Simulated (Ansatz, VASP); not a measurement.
# Cross-check of Sr2CuO3 between VASP and Ansatz

One calculation is typed for both programs; each brings its own data sets and cutoff. How far apart do they land? The cell is a member of a volume series, scaled by 0.96 from a relaxed one, so a pressure remains.

Calculated with Ansatz 0.2.0; plane waves, with VASP 6.6.1 beside it; single point at PBEsol.

### 1. Starting point

It takes space group Immm (No. 71, orthorhombic). The conventional cell has a = 3.445 Å, b = 3.863 Å, c = 12.358 Å, α = 90.00°, β = 90.00°, γ = 90.00°. Nearest to Sr lie 7 O at 2.46 to 2.59 Å. Cu has 4 O at 1.91 to 1.93 Å nearest. Nearest to O lie 1 Cu at 1.91 Å and 5 Sr at 2.46 to 2.59 Å. Nearest to O lie 2 Cu at 1.93 Å and 4 Sr at 2.50 Å. Farther neighbours and most contacts between anions are not listed.

Coordinates:

```xyz
6
Lattice="-1.7227 1.9316 6.1789 1.7227 -1.9316 6.1789 1.7227 1.9316 -6.1789" Properties=species:S:1:pos:R:3 pbc="T T T"
Sr    1.7227    0.0000    1.8140
Sr    0.0000    1.9316    4.3649
Cu    0.0000    1.9316    0.0000
O     1.7227    0.0000    4.2693
O     0.0000    1.9316    1.9096
O     0.0000    0.0000    0.0000
```

### 2. VASP: single point, PBEsol

With cell and atoms fixed, the geometry can't cause a difference; cores, projectors, grids and the points listed under the comparison can.

Lines of VASP's logs that name or quote its potential files are left out, and so is its time.

INCAR

```
SYSTEM = Sr2CuO3
PREC = Accurate
ENCUT = 520
EDIFF = 1E-06
NELM = 100
ISMEAR = 0
SIGMA = 0.05
LREAL = .FALSE.
ALGO = Normal
GGA = PS
NBANDS = 30
LORBIT = 11
LWAVE = .FALSE.
LCHARG = .FALSE.
KPAR = 4
ISIF = 2
```

POSCAR

```
Sr2CuO3
1.0
   -1.7227254544      1.9316444953      6.1789385138
    1.7227254544     -1.9316444953      6.1789385138
    1.7227254544      1.9316444953     -6.1789385138
Sr Cu O
2 1 3
Direct
    0.1467921072      0.6467921072      0.5000000000
    0.8532078928      0.3532078928      0.5000000000
    0.5000000000      0.0000000000      0.5000000000
    0.3454725049      0.8454725049      0.5000000000
    0.6545274951      0.1545274951      0.5000000000
    0.0000000000      0.0000000000      0.0000000000
```

KPOINTS

```
Automatic mesh
0
Gamma
9 9 9
0 0 0
```

PAW data sets: Sr_sv, Cu and O (PBE family, release 64).

Launch:

```
$ mpirun -np 4 vasp_std
```

Numbers of over 12 decimals in the logs are rounded to 6 here.

Log:

```text
[banner, memory and clock lines left out]
running    4 mpi-ranks, on    1 nodes
 distrk:  each k-point on    1 cores,    4 groups
 distr:  one band on    1 cores,    1 groups

 POSCAR found type information on POSCAR SrCuO
 POSCAR found :  3 types and       6 ions
|                                                                             |
|               ----> ADVICE to this user running VASP <----                  |
|                                                                             |
|     You enforced a specific xc type in the INCAR file but a different       |
|     [... a line on the potential file left out ...]
|     I HOPE YOU KNOW WHAT YOU ARE DOING!                                     |
|                                                                             |

 LDA part: xc-table for (Slater+PW92), standard interpolation
 POSCAR, INCAR and KPOINTS ok, starting setup
 FFT: planning ... GRIDC
 FFT: planning ... GRID_SOFT
 FFT: planning ... GRID
 WAVECAR not read
 entering main loop
       N       E                     dE             d eps       ncg     rms          rms(c)
DAV:   1     0.492303885751E+03    0.49230E+03   -0.23496E+04  7524   0.184E+03
DAV:   2     0.169695137066E+02   -0.47533E+03   -0.44516E+03  8294   0.461E+02
DAV:   3    -0.431230449190E+02   -0.60093E+02   -0.58406E+02 11540   0.154E+02
DAV:   4    -0.457066228264E+02   -0.25836E+01   -0.25625E+01 10920   0.291E+01
DAV:   5    -0.458316118884E+02   -0.12499E+00   -0.12487E+00 11564   0.554E+00    0.382E+01
DAV:   6    -0.462900122698E+02   -0.45840E+00   -0.13177E+02 10008   0.180E+02    0.301E+01
DAV:   7    -0.365883877683E+02    0.97016E+01   -0.32925E+01 10940   0.117E+02    0.183E+01
DAV:   8    -0.375953483243E+02   -0.10070E+01   -0.10855E+01 10568   0.976E+01    0.937E+00
DAV:   9    -0.366059068826E+02    0.98944E+00   -0.90528E+00 10194   0.665E+01    0.363E+00
DAV:  10    -0.364372317292E+02    0.16868E+00   -0.10817E+00 11732   0.269E+01    0.691E-01
DAV:  11    -0.364512940715E+02   -0.14062E-01   -0.16065E-01  8902   0.187E+00    0.100E+00
DAV:  12    -0.364525096561E+02   -0.12156E-02   -0.10582E-02 12932   0.498E-01    0.994E-01
DAV:  13    -0.364527032292E+02   -0.19357E-03   -0.20086E-04 11314   0.108E-01    0.870E-01
DAV:  14    -0.364613865939E+02   -0.86834E-02   -0.78199E-02 11160   0.646E+00    0.451E+00
DAV:  15    -0.364515624100E+02    0.98242E-02   -0.17702E-02  9462   0.216E+00    0.195E+00
DAV:  16    -0.364494988580E+02    0.20636E-02   -0.45525E-03 11498   0.848E-01    0.945E-01
DAV:  17    -0.364492356568E+02    0.26320E-03   -0.58861E-04 12772   0.381E-01    0.500E-01
DAV:  18    -0.364491225882E+02    0.11307E-03   -0.38882E-04 10556   0.174E-01    0.130E-01
DAV:  19    -0.364491030878E+02    0.19500E-04   -0.54314E-05 11816   0.253E-01    0.701E-02
DAV:  20    -0.364491029288E+02    0.15894E-06   -0.30260E-05 11288   0.847E-02    0.294E-02
DAV:  21    -0.364491017322E+02    0.11966E-05   -0.47455E-06  9084   0.334E-02    0.967E-03
DAV:  22    -0.364491016154E+02    0.11681E-06   -0.15787E-07  5028   0.510E-03
   1 F= -.36449102E+02 E0= -.36447342E+02  d E =-.351973E-02
```

Parts of OUTCAR (step 2):

```text
ion  position               nearest neighbor table
   1  0.147  0.647  0.500-   4 2.46   6 2.50   6 2.50   5 2.59   5 2.59   5 2.59   5 2.59   3 3.16
                             3 3.16   3 3.16   3 3.16   2 3.63   2 3.63   2 3.63   2 3.63   2 3.63
   2  0.853  0.353  0.500-   5 2.46   6 2.50   6 2.50   4 2.59   4 2.59   4 2.59   4 2.59   3 3.16
                             3 3.16   3 3.16   3 3.16   1 3.63   1 3.63   1 3.63   1 3.63   1 3.63
   3  0.500  0.000  0.500-   4 1.91   5 1.91   6 1.93   6 1.93   1 3.16   1 3.16   1 3.16   1 3.16
                             2 3.16   2 3.16   2 3.16   2 3.16
   4  0.345  0.845  0.500-   3 1.91   1 2.46   2 2.59   2 2.59   2 2.59   2 2.59
   5  0.655  0.155  0.500-   3 1.91   2 2.46   1 2.59   1 2.59   1 2.59   1 2.59
   6  0.000  0.000  0.000-   3 1.93   3 1.93   1 2.50   1 2.50   2 2.50   2 2.50

  LATTYP: Found a body centered orthorhombic cell.
 ALAT       =     3.4454509088
 B/A-ratio  =     1.1212723945
 C/A-ratio  =     3.5867227120

 Subroutine GETGRP returns: Found  8 space group operations
 (whereof  8 operations were pure point group operations)

The static configuration has the point symmetry D_2h.

 Found    125 irreducible k-points:

   k-points           NKPTS =    125   k-points in BZ     NKDIM =    125   number of bands    NBANDS=     30

   dimension x,y,z NGX =    50 NGY =   50 NGZ =   50
   dimension x,y,z NGXF=   100 NGYF=  100 NGZF=  100

   ENCUT  =  520.0 eV  38.22 Ry    6.18 a.u.  12.46 12.46 12.46*2*pi/ulx,y,z

   NELECT =      49.0000    total number of electrons

 k-points in reciprocal lattice and weights: Automatic mesh
   0.00000000  0.00000000  0.00000000       0.001
   0.11111111  0.00000000 -0.00000000       0.005
   0.22222222  0.00000000 -0.00000000       0.005
   0.33333333  0.00000000  0.00000000       0.005
   0.44444444  0.00000000 -0.00000000       0.005
   0.00000000  0.11111111 -0.00000000       0.005
   0.11111111  0.11111111 -0.00000000       0.011
   0.22222222  0.11111111 -0.00000000       0.011
   0.33333333  0.11111111  0.00000000       0.011
[...]
0.44444444 -0.44444444  0.44444444       0.003
  -0.44444444 -0.44444444  0.44444444       0.003

 average (electrostatic) potential at core
       1 -34.9636       2 -34.9636       3 -67.3364       4 -70.3047       5 -70.3047
       6 -70.7915

 E-fermi :   4.1131

 k-point     1 :       0.0000    0.0000    0.0000
  band No.  band energies     occupation
    ...
     21       2.1675      2.00000
     22       2.3877      2.00000
     23       2.5794      2.00000
     24       2.6380      2.00000
     25       2.7803      2.00000
     26       5.8555      0.00000
     27       7.2071      0.00000
     28       8.0213      0.00000
     29       9.7929      0.00000
     30       9.8016      0.00000

 k-point     2 :       0.1111    0.0000   -0.0000
  band No.  band energies     occupation
    ...
     21       2.0362      2.00000
     22       2.1118      2.00000
     23       2.5162      2.00000
     24       2.7406      2.00000
     25       3.1859      2.00000
     26       6.0733      0.00000
     27       7.3813      0.00000
     28       8.3002      0.00000
     29       9.7186      0.00000
     30       9.9916      0.00000

 k-point     3 :       0.2222    0.0000   -0.0000
  band No.  band energies     occupation
    ...
     21       2.1849      2.00000
     22       2.2107      2.00000
     23       2.3967      2.00000
     24       2.6518      2.00000
     25       3.9717      1.99994
     26       6.6720      0.00000
     27       7.9147      0.00000
     28       8.9078      0.00000
     29       9.6331      0.00000
     30      10.3496      0.00000

  Total        2.0358061      2.8070918      3.0106596      0.0000000      0.0000000      0.0000000
  in kB       39.6579132     54.6827138     58.6482552      0.0000000      0.0000000      0.0000000
  external PRESSURE =      50.9962941 kB  Pullay stress =       0.0000000 kB

  energy-cutoff  :      520.00
  volume of cell :       82.25
      direct lattice vectors                 reciprocal lattice vectors
    -1.722725454  1.931644495  6.178938514     0.000000000  0.258846802  0.080920048
     1.722725454 -1.931644495  6.178938514     0.290237773  0.000000000  0.080920048
     1.722725454  1.931644495 -6.178938514     0.290237773  0.258846802  0.000000000

 POSITION                                       TOTAL-FORCE (eV/Angst)
 -----------------------------------------------------------------------------------
      1.72273      0.00000      1.81404         0.000000      0.000000      0.067711
      0.00000      1.93164      4.36490        -0.000000      0.000000     -0.067711
      0.00000      1.93164      0.00000         0.000000      0.000000     -0.000000
      1.72273     -0.00000      4.26931         0.000000     -0.000000     -0.176603
      0.00000      1.93164      1.90963         0.000000     -0.000000      0.176603
      0.00000      0.00000      0.00000         0.000000      0.000000      0.000000
 -----------------------------------------------------------------------------------
    total drift:                               -0.000000      0.000000     -0.000000

  FREE ENERGIE OF THE ION-ELECTRON SYSTEM (eV)
  ---------------------------------------------------
  free  energy   TOTEN  =       -36.4491016154 eV

  energy  without entropy=      -36.4455818833  energy(sigma->0) =      -36.44734175

 total charge
# of ion       s       p       d       tot
------------------------------------------
    1        2.014   5.789   0.287   8.090
    2        2.014   5.789   0.287   8.090
    3        0.441   0.472   9.125  10.038
    4        1.551   3.418   0.000   4.969
    5        1.551   3.418   0.000   4.969
    6        1.561   3.435   0.000   4.996
--------------------------------------------------
tot          9.132  22.321   9.699  41.151

[... 3 further parts left out ...]
```

This run has no spin polarisation, although Cu can carry a moment. Its electron count is odd, so without a moment it is a metal by construction. LASPH is off, so gradient terms of the non-spherical density inside the spheres are left out; for open d or f shells this can shift gaps and moments. The PAW data sets were made with PBE, which is usual practice but a small mismatch for other functionals. The scan keeps the cell's shape and the fractional positions fixed. Oxides and halides of Cu are often magnetic insulators, and a metal at this level, without U or exact exchange, may be an artefact.

### 3. Ansatz: single point, PBEsol

Ansatz runs on its default PAW (the set named soft_2) files.

The same cell, functional, mesh and smearing now go to Ansatz, which takes its cutoff from its data sets.

input.yaml

```yaml
crystal:
  lattice:
    - [-1.7227254544, 1.9316444953, 6.1789385138]
    - [1.7227254544, -1.9316444953, 6.1789385138]
    - [1.7227254544, 1.9316444953, -6.1789385138]
  atoms:
    - { symbol: Sr, position: [0.1467921072, 0.6467921072, 0.5] }
    - { symbol: Sr, position: [0.8532078928, 0.3532078928, 0.5] }
    - { symbol: Cu, position: [0.5, 0.0, 0.5] }
    - { symbol: O, position: [0.3454725049, 0.8454725049, 0.5] }
    - { symbol: O, position: [0.6545274951, 0.1545274951, 0.5] }
    - { symbol: O, position: [0.0, 0.0, 0.0] }
hamiltonian:
  xc: pbesol
  pseudopotentials: { kind: paw }
kpoints:
  mp_grid: { grid: [9, 9, 9] }
scf:
  occupations: { method: gaussian, width: 0.05 }
  n_extra_bands: 5
output:
  forces: true
  stress: true
  eigenvalues: true
```

Launch:

```
$ ansatz run input.yaml --threads 4 --pin off --max-ram 9216MiB --backend cpu --events-out ev --progress --plain --runs-dir out
```

Log:

```text
basis.fft_grid_basis auto: the FFT boxes are laid along the combinations [[1, 0, 1], [0, 1, 1], [0, 0, 1]] of the cell's own vectors, 3.863, 3.445 and 6.699 Å long. The dense box has 27×24×45 points. Along the cell's own vectors, as sized, it would have 45×45×45, 3.12 times as many. Of the 8 symmetry operations that the crystal satisfies within crystal.symmetry.tolerance (time reversal apart; of a slab, those that ke [...]
scf.n_extra_bands = 5 over 29 filled bands (N_el = 57.0): the run solves 34 bands
Engine: ansatz 0.2.0, aarch64-unknown-linux-gnu
Pseudopotentials: kind: paw
Pseudopotential: Sr, paw, valence charge 10, recommended cutoff 420 eV (normal), Sr.paw.azcp
Pseudopotential: Cu, paw, valence charge 19, recommended cutoff 420 eV (normal), Cu.paw.azcp
Pseudopotential: O, paw, valence charge 6, recommended cutoff 420 eV (normal), O.paw.azcp
Functional definition: PBEsol
  exchange = pbesol_x
  correlation = pbesol_c
Crystal: 6 atoms, lattice volume = 82.246 Å³
Basis set: ecut = 420 eV, 1611 PW (Γ), FFT grids on a1+a3, a2+a3, a3, exchange–correlation on 54×48×90 points (8 copies of the dense FFT grid, shifted against one another)
Bands: 34, of which v1, the nominal top of the filled ones, is band 29 counted from 1 (28 counted from 0)
Symmetry: 8 space group operations
Space group: Immm (ITA 71), of the structure as read, at distance tolerance 4.3e-5 Å
k-points: 125 of 729
Non-local potential: Sr, projectors of the file, l = 0: 3, l = 1: 2, l = 2: 2
Non-local potential: Cu, projectors of the file, l = 0: 3, l = 1: 2, l = 2: 3, l = 3: 1
Non-local potential: O, projectors of the file, l = 0: 2, l = 1: 2, l = 2: 1
PAW form: soft (Blöchl's): semilocal exchange-correlation on the pseudo side does not see the compensation charge
PAW frozen core: Sr, regenerated for the run's functional, and the local potential with it (the file was generated under x = pbe(κ = 0.804, μ = 0.219515), c = pbe(β = 0.066725))
PAW frozen core: Cu, regenerated for the run's functional, and the local potential with it (the file was generated under x = pbe(κ = 0.804, μ = 0.219515), c = pbe(β = 0.066725))
PAW frozen core: O, regenerated for the run's functional, and the local potential with it (the file was generated under x = pbe(κ = 0.804, μ = 0.219515), c = pbe(β = 0.066725))
PAW one-centre angular grid: Sr, 110 points (default); XC on 64 Gauss nodes
PAW one-centre angular grid: Cu, 590 points (default); XC on 64 Gauss nodes
PAW one-centre angular grid: O, 110 points (default); XC on 64 Gauss nodes
Initial density: superposition of atomic densities (neutral atoms: chi_scale 0, normalization atom), corrected by the library's trained network
Initial wavefunctions: pseudopotential atomic-orbital guess
Functional: x = pbesol(κ = 0.804, μ = 0.123457), c = pbesol(β = 0.046)
SCF iter   1: F=—  HF=-15261.022415 eV  |F-HF|=—  |Δ(HF+E_count)|=         —  Δρ=1.53e-2  dr2=1.57e-1  ethr=1.77e-3  ⟨swp⟩=9.0  Hψ=21839  notcnv=0
preconditioner: auto → Kerker (q_TF=auto, 2.567 Å⁻¹)  [metal: Δε(μ)=0.012 eV  Ē_g=12.934 eV  σ=0.050 eV  W_gap=0.14  n_scr=24 (ndim 8)  ℏωp=27.5 eV  f_vac=0.009  D(μ)=2.72/eV (n_scr^D=24)]
SCF iter   2: F=—  HF=-15260.987597 eV  |F-HF|=—  |Δ(HF+E_count)|=   3.48e-2  Δρ=4.81e-3  dr2=2.18e-2  ethr=2.75e-4  ⟨swp⟩=2.0  Hψ=7403  notcnv=0  defer=158
SCF iter   3: F=—  HF=-15260.983181 eV  |F-HF|=—  |Δ(HF+E_count)|=   4.42e-3  Δρ=1.83e-3  dr2=2.50e-3  ethr=3.83e-5  ⟨swp⟩=2.0  Hψ=6056  notcnv=0  defer=158
SCF iter   4: F=—  HF=-15260.982824 eV  |F-HF|=—  |Δ(HF+E_count)|=   3.58e-4  Δρ=7.88e-4  dr2=5.12e-4  ethr=4.38e-6  ⟨swp⟩=2.0  Hψ=5534  notcnv=0  defer=158
SCF iter   5: F=—  HF=-15260.982799 eV  |F-HF|=—  |Δ(HF+E_count)|=   2.45e-5  Δρ=1.76e-4  dr2=4.80e-5  ethr=8.99e-7  ⟨swp⟩=2.5  Hψ=6485  notcnv=0  defer=158
SCF iter   6: F=—  HF=-15260.982826 eV  |F-HF|=—  |Δ(HF+E_count)|=   2.68e-5  Δρ=7.22e-5  dr2=5.88e-6  ethr=8.42e-8  ⟨swp⟩=2.4  Hψ=6613  notcnv=0  defer=158
SCF iter   7: F=—  HF=-15260.982825 eV  |F-HF|=—  |Δ(HF+E_count)|=   5.99e-7  Δρ=2.60e-5  dr2=1.34e-6  ethr=1.03e-8  ⟨swp⟩=2.0  Hψ=6276  notcnv=0  defer=158
SCF iter   8: F=—  HF=-15260.982825 eV  |F-HF|=—  |Δ(HF+E_count)|=   2.10e-7  Δρ=9.31e-6  dr2=2.83e-7  ethr=2.34e-9  ⟨swp⟩=2.3  Hψ=6391  notcnv=0  defer=158
SCF iter   9: F=-15260.982825 eV  HF=-15260.982825 eV  |F-HF|=9.20e-8  |Δ(HF+E_count)|=   4.10e-8  Δρ=6.94e-6  dr2=9.96e-8  ethr=1.75e-10  ⟨swp⟩=10.7  Hψ=19323  notcnv=0
SCF 1 converged in 9 iterations: F = -15260.982825 eV  dr2 = 9.96e-8
  greatest PAW one-centre occupation: 1.000 electrons in one spin orbital (limit 2), on the Cu atom at site 2 (counted from 0), in its partial waves of l = 0
SCF converged after 9 iterations
Free energy (F): -15260.982825 eV
Harris-Foulkes:  -15260.982825 eV  (|F-HF|=9.20e-8)
Internal energy: -15260.979313 eV  (E = F + TS)
E sigma→0 (E₀):  -15260.981069 eV
Entropy (-TS):   -0.003512 eV (-0.585 meV/atom)
Fermi energy:    10.963661 eV
--- Per-component energies (eV) ---
  E_band       = -536.228497
  E_kinetic    = 1321.083964
  E_local      = -7943.600537  (includes V_loc(G=0)·N_el)
  E_nonlocal   = 941.645752
  E_hartree    = 3250.704567
  E_xc         = -655.828014
  E_vxc        = -725.515863  (∫ρ·V_xc dr)
  E_paw        = -7367.705943  (= ΣΔE_a)
  E_vpaw       = -631.232542  (= ΣTr[D̂ρ^β])
  E_aug_tail   = 0.007590  (compensation charges beyond the density's cutoff)
  E_ewald      = -4807.867453
  E_core_change = 0.580761  (= ΣΔE_core)
  E_smearing   = -0.003512  (= −TS)
  E_closure    = 0.000000  (closes the sum)
  Σ components = -15260.982825   (vs F -15260.982825, Δ=0.00e0)
--- Forces (eV/Å), atoms counted from 1 ---
  atom   1  Sr    -0.00000000     0.00000000     0.04884169
  atom   2  Sr     0.00000000    -0.00000000    -0.04884169
  atom   3  Cu    -0.00000000    -0.00000000    -0.00000000
  atom   4  O     -0.00000000     0.00000000    -0.14372813
  atom   5  O      0.00000000    -0.00000000     0.14372813
  atom   6  O      0.00000000    -0.00000000    -0.00000000
  max |Σ_I F_I| component: 2.78e-17 eV/Å
--- Stress (GPa, compression-positive) ---
        3.267350      -0.000000       0.000000
       -0.000000       4.673384      -0.000000
        0.000000      -0.000000       4.691860
  P = ⅓ Tr σ = 4.2109 GPa (42.109 kbar)
--- Band table (eV; the first three rows and the last of 125) ---
  k-point 0: bands = [... 25 lower, 9.1687, 9.3870, 9.4907, 9.5918, 12.6794, 14.0199, 14.8379, 16.6186, ... 1 higher]
  k-point 1: bands = [... 25 lower, 8.9463, 9.2475, 9.4468, 10.0502, 13.0769, 14.4569, 15.3813, 16.5891, ... 1 higher]
  k-point 2: bands = [... 25 lower, 8.9947, 9.1415, 9.3334, 10.8727, 13.7935, 15.2855, 15.8839, 16.7024, ... 1 higher]
  k-point 124: bands = [... 25 lower, 8.8321, 9.5225, 9.5459, 9.5750, 13.4524, 15.1013, 15.2729, 16.1644, ... 1 higher]
```

Wall time 5 s (4 threads of Arm Neoverse V2, shared host); peak memory 0.55 GiB.

The run ends at a pressure of 4.21 GPa, with forces up to 0.14 eV/Å.

### 4. Comparison

Known differences besides the PAW data sets themselves: the data sets hold 57 valence electrons in Ansatz (default PAW (the set named soft_2) files) and 49 in VASP; the cutoff is 420 eV in Ansatz and 520 eV in VASP; Ansatz makes its cores anew for this functional, VASP keeps those of its PBE data sets; VASP leaves aspherical gradient terms in its spheres out (LASPH is not set), Ansatz keeps them. Total energies have different zeros and are not compared.

The two programs side by side:

```
      quantity  Ansatz  VASP  difference
pressure (GPa)    4.21  5.10       -0.89
```

Forces (eV/Å; atoms numbered as in POSCAR):

```
atom        Ansatz x, y, z          VASP x, y, z
 Sr1   0.000, 0.000, 0.049   0.000, 0.000, 0.068
 Sr2  0.000, 0.000, -0.049  0.000, 0.000, -0.068
 Cu3   0.000, 0.000, 0.000   0.000, 0.000, 0.000
  O4  0.000, 0.000, -0.144  0.000, 0.000, -0.177
  O5   0.000, 0.000, 0.144   0.000, 0.000, 0.177
  O6   0.000, 0.000, 0.000   0.000, 0.000, 0.000
```

The forces differ by 13 meV/Å r.m.s., which is 20.0 % of the r.m.s. force of 0.06 eV/Å (both taken over all components). Ansatz's pressure holds a Pulay correction of 0.50 GPa; VASP's holds none.

### 5. Looking for the cause

The difference is large enough to ask for its cause, so further runs change the set-up of one program at a time, as the table lists.

```
                                                           run  r.m.s. force difference (meV/Å)
                                                      as above                               13
cores kept as stored, as VASP does, whose cores stay as stored                               12
                      Ansatz's larger PAW set (cutoff 1050 eV)                               13
                   norm-conserving potentials (cutoff 1252 eV)                               18
```

(Continued in part 2 of 2.)

[Lines on the potential files, build, host, timing and source positions are cut from VASP's logs without a mark.]

[Logs are printed without paths, hosts, clocks, repeated set-up lines and the standing remarks that a program may print on its own settings, such as how far it seeks lower states.]

[Hosts, paths, dates, database ids (printed as entryN), source tags and the programs' standing remarks are cut or masked in the printed files.]
